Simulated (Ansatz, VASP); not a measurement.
## K2HfSe3 in VASP and in Ansatz

INCAR

```
  ALGO = Normal
  EDIFF = 1E-6
  ENCUT = 520
  GGA = PE
  ISIF = 2
  ISMEAR = 0
  LASPH = True
  LCHARG = False
  LREAL = False
  LWAVE = False
  NBANDS = 32
  NELM = 100
  PREC = Accurate
  SIGMA = 0.1
```

Contents of KPOINTS:

```
k-points
0
Gamma
  6 6 2
```

Contents of POSCAR:

```
K2HfSe3
1.0
    4.6809473800      0.0000000000      0.0000000000
   -2.3404736900      4.0538193500      0.0000000000
    0.0000000000      0.0000000000      7.8426514700
K Hf Se
2 1 3
Direct
    0.6666666700      0.3333333300      0.7006975400
    0.3333333300      0.6666666700      0.2993024600
    0.0000000000      0.0000000000      0.0000000000
    0.6666666700      0.3333333300      0.3462188200
    0.3333333300      0.6666666700      0.6537811800
    0.0000000000      0.0000000000      0.5000000000
```

Input for Ansatz:

```yaml
crystal:
  lattice:
    - [4.68094738, 0.0, 0.0]
    - [-2.34047369, 4.05381935, 0.0]
    - [0.0, 0.0, 7.84265147]
  atoms:
    - { symbol: K, position: [0.66666667, 0.33333333, 0.70069754] }
    - { symbol: K, position: [0.33333333, 0.66666667, 0.29930246] }
    - { symbol: Hf, position: [0.0, 0.0, 0.0] }
    - { symbol: Se, position: [0.66666667, 0.33333333, 0.34621882] }
    - { symbol: Se, position: [0.33333333, 0.66666667, 0.65378118] }
    - { symbol: Se, position: [0.0, 0.0, 0.5] }
basis:
  ecutwfc: 420
kpoints:
  mp_grid: { grid: [6, 6, 2] }
hamiltonian:
  xc: pbe
scf:
  occupations: { method: gaussian, width: 0.1 }
  lower_state_search: "off"
output:
  forces: true
  stress: true
  eigenvalues: true
```

Change from the starting cell: species swapped into the Eu2H3Cl type (P-3m1, No. 164).

Alike in both runs: task single point; functional PBE; k mesh 6 × 6 × 2; occupations gaussian, width 0.1 eV; no spin polarisation.

```csv
,VASP,Ansatz
version,VASP 6.6.1,Ansatz 0.2.0
potentials or method,"VASP PAW PBE potentials, release 64 (K_sv, Hf_pv, Se)","scalar-relativistic, plane waves, PAW"
plane-wave cutoff (eV),520,420
valence electrons in the cell,46,92
```

```tsv
	VASP	Ansatz	Ansatz less VASP
gap on the k mesh at the Fermi level (eV)	none	none	-
pressure (GPa)	12.3	12.1	-0.27
largest component of the traceless stress (GPa)	5.67	5.61	-0.066
rms of the force components (eV/Å)	0.887	0.873	-0.0142
```

Atom by atom the forces differ by 0.019 eV/Å (rms over components). A gap of «none» marks a metal or a gap that the smearing closes. The two sets of potentials don't hold the same shells in valence.

Caveats: the k mesh is coarse (spacing up to 0.40 Å⁻¹), so the values aren't converged; forces of over 1 eV/Å show positions far from the minimum, so gaps and moduli don't describe the material at rest. Spin-orbit coupling is left out, which matters for the levels of Hf.
